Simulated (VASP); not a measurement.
Level of theory: PBE GGA, VASP's PBE PAW potentials (set 64) (plane waves; VASP 6.6.1).

The input files of a VASP run:

POSCAR:
```
Li2Se
2.9760450
  0.0000000000   1.0000000000   1.0000000000
  1.0000000000   0.0000000000   1.0000000000
  1.0000000000   1.0000000000   0.0000000000
Li Se
2 1
Cartesian
  1.5000000000   1.5000000000   1.5000000000
  0.5000000000   0.5000000000   0.5000000000
  0.0000000000   0.0000000000   0.0000000000
```

**KPOINTS**
```
Automatic mesh
0
Gamma
7 7 7
0 0 0
```

### KPOINTS_OPT
```
k-points along high-symmetry lines
10
Line-mode
Reciprocal
  0.000000   0.000000   0.000000 ! GAMMA
  0.500000   0.000000   0.500000 ! X

  0.500000   0.000000   0.500000 ! X
  0.625000   0.250000   0.625000 ! U

  0.375000   0.375000   0.750000 ! K
  0.000000   0.000000   0.000000 ! GAMMA

  0.000000   0.000000   0.000000 ! GAMMA
  0.500000   0.500000   0.500000 ! L

  0.500000   0.500000   0.500000 ! L
  0.500000   0.250000   0.750000 ! W

  0.500000   0.250000   0.750000 ! W
  0.500000   0.000000   0.500000 ! X
```

### INCAR
```
ALGO=Normal
EDIFF=1E-6
ENCUT=400
GGA=PE
ISIF=2
ISMEAR=-1
LASPH=.True.
LCHARG=.False.
LMAXMIX=4
LREAL=.False.
LWAVE=.False.
NELM=100
PREC=Accurate
SIGMA=0.01
SYSTEM=Li2Se
```

POTCAR, in this order: Li_sv Se (PBE.64 set). Program: vasp_std.

**Question.** What will the output report for the number of irreducible k-points (NKPTS), largest plane-wave count, number of space-group operations, FFT grid (NGX, NGY, NGZ)?

**Answer.** 
The number of irreducible k-points (NKPTS) is 20. The largest plane-wave count is 966 and the number of space-group operations is 48. The FFT grid (NGX, NGY, NGZ) comes out as 28 × 28 × 28.

The structure comes from a computed database's Li2Se entry; how it stands against other phases isn't given here. The cell was not relaxed at this level.
